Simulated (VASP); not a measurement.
Consider the following.

```yaml
crystal:
  lattice:
    - [2.83187, 0.00000, 0.00000]
    - [-1.41594, 2.45248, 0.00000]
    - [0.00000, 0.00000, 9.37660]
  atoms:
    - { symbol: Al, position: [0.00000, 0.00000, 0.00000] }
    - { symbol: Al, position: [0.00000, 0.00000, 0.50000] }
    - { symbol: Al, position: [0.33333, 0.66667, 0.25000] }
    - { symbol: Al, position: [0.66667, 0.33333, 0.75000] }
```

Level of theory: PBEsol GGA, VASP's PBE PAW potentials (set 64) (plane waves; VASP). Run with 400 eV cut-off, 14×14×4 Γ-centred mesh, tetrahedra with Blöchl corrections, potentials Al.

Problem. Estimate the energy per atom (σ→0), band gap (on the k-mesh) with the smallest direct gap where there is one.

Solution. 
```
Quantity                                                    Result
------------------------  ----------------------------------------
band gap (on the k-mesh)  none (metal, semimetal or under 0.01 eV)
energy per atom (σ→0)                               -4.078 eV/atom
```

Only differences to runs with the same potentials and settings are physical.

The structure was generated: Al was put into the dhcp type (P6_3/mmc), which need not be its known phase. It was relaxed first.
